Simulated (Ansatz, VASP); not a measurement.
HfHF3: VASP beside Ansatz

The input INCAR:

```
ALGO = Normal
EDIFF = 1E-6
ENCUT = 520
GGA = PE
ISIF = 2
ISMEAR = 0
LASPH = True
LCHARG = False
LREAL = False
LWAVE = False
NBANDS = 24
NELM = 80
PREC = Accurate
SIGMA = 0.1
```

File KPOINTS:

```
k-points
0
Gamma
  4 4 4
```

POSCAR

```
HfHF3
1.0
    3.7678086300      0.0000000000      0.0000000000
    0.0000000000      3.7678086300      0.0000000000
    0.0000000000      0.0000000000      3.7678086300
Hf H F
1 1 3
Direct
    0.5000000000      0.5000000000      0.5000000000
    0.0000000000      0.0000000000      0.0000000000
    0.5000000000      0.0000000000      0.0000000000
    0.0000000000      0.5000000000      0.0000000000
    0.0000000000      0.0000000000      0.5000000000
```

Input for Ansatz:

```yaml
crystal:
  lattice:
    - [3.76780863, 0.0, 0.0]
    - [0.0, 3.76780863, 0.0]
    - [0.0, 0.0, 3.76780863]
  atoms:
    - { symbol: Hf, position: [0.5, 0.5, 0.5] }
    - { symbol: H, position: [0.0, 0.0, 0.0] }
    - { symbol: F, position: [0.5, 0.0, 0.0] }
    - { symbol: F, position: [0.0, 0.5, 0.0] }
    - { symbol: F, position: [0.0, 0.0, 0.5] }
basis:
  ecutwfc: 420
kpoints:
  mp_grid: { grid: [4, 4, 4] }
hamiltonian:
  xc: pbe
scf:
  occupations: { method: gaussian, width: 0.1 }
  lower_state_search: "off"
output:
  forces: true
  stress: true
  eigenvalues: true
```

Change from the starting cell: species swapped into the Mn3SnH type (Pm-3m, No. 221).

Alike in both runs: task single point; functional PBE; k mesh 4 × 4 × 4; occupations gaussian, width 0.1 eV; no spin polarisation.

|  | VASP | Ansatz |
| --- | --- | --- |
| version | VASP 6.6.1 | Ansatz 0.2.0 |
| potentials or method | VASP PAW PBE potentials, release 64 (Hf_pv, H, F) | scalar-relativistic, plane waves, PAW |
| plane-wave cutoff (eV) | 520 | 420 |
| valence electrons in the cell | 32 | 48 |

Ansatz gave:

* gap on the k mesh at the Fermi level (eV): none
* pressure (GPa): -12.7

Question: Estimate VASP's values.

Answer: gap on the k mesh at the Fermi level (eV): none; pressure (GPa): -13.8.

A gap of «none» marks a metal or a gap that the smearing closes. The two sets of potentials don't hold the same shells in valence.

Caveats: the k mesh is coarse (spacing up to 0.42 Å⁻¹), so the values aren't converged. Spin-orbit coupling is left out, which matters for the levels of Hf.
